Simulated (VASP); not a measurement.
The input files of a VASP run:

### INCAR
```
SYSTEM = GaP
PREC = Accurate; ENCUT = 300; LREAL = F
LASPH = T; NBANDS = 17
EDIFF = 1E-6; NELM = 100; ALGO = Normal
LMAXMIX = 4
ISMEAR = 0; SIGMA = 0.02
GGA = PS
ISIF = 2
LWAVE = F; LCHARG = F
```

File KPOINTS:
```
kpoints
0
Gamma
  9 9 9
0 0 0
```

POSCAR:
```
GaP
1.0
  0.0000000000   2.7070020000   2.7070020000
  2.7070020000   0.0000000000   2.7070020000
  2.7070020000   2.7070020000   0.0000000000
Ga P
1 1
direct
  0.0000000000   0.0000000000   0.0000000000
  0.2500000000   0.2500000000   0.2500000000
```

POTCAR, in this order: Ga_d P (PBE.64 set). Program: vasp_std.

Translate this PBEsol calculation to Ansatz.

One equivalent input (not run):
Ansatz 0.2 input:
```yaml
crystal:
  lattice:
    - [0.0000000, 2.7070020, 2.7070020]
    - [2.7070020, 0.0000000, 2.7070020]
    - [2.7070020, 2.7070020, 0.0000000]
  atoms:
    - { symbol: Ga, position: [0.0000000, 0.0000000, 0.0000000] }
    - { symbol: P, position: [0.2500000, 0.2500000, 0.2500000] }
kpoints:
  mp_grid: { grid: [9, 9, 9] }
hamiltonian:
  xc: pbesol
  pseudopotentials: { kind: paw }
scf:
  occupations: { method: gaussian, width: 0.02 }
  max_iter: 100
output: { forces: true, stress: true, eigenvalues: true }
```
Limits of the translation: each code has its own PAW files, so the cut-off isn't converted (ENCUT is set for VASP's; basis.ecutwfc is left out, and Ansatz then takes the one that its files recommend); Ansatz stops its SCF on the density residual and VASP on the energy change (EDIFF); the number of bands isn't carried over, since the valence differs with the files.

The structure comes from a computed database's GaP entry; how it stands against other phases isn't given here. The cell was not relaxed at this level. The run is one of a series of settings (NBANDS = 17 against the base run), some of them coarse on purpose.
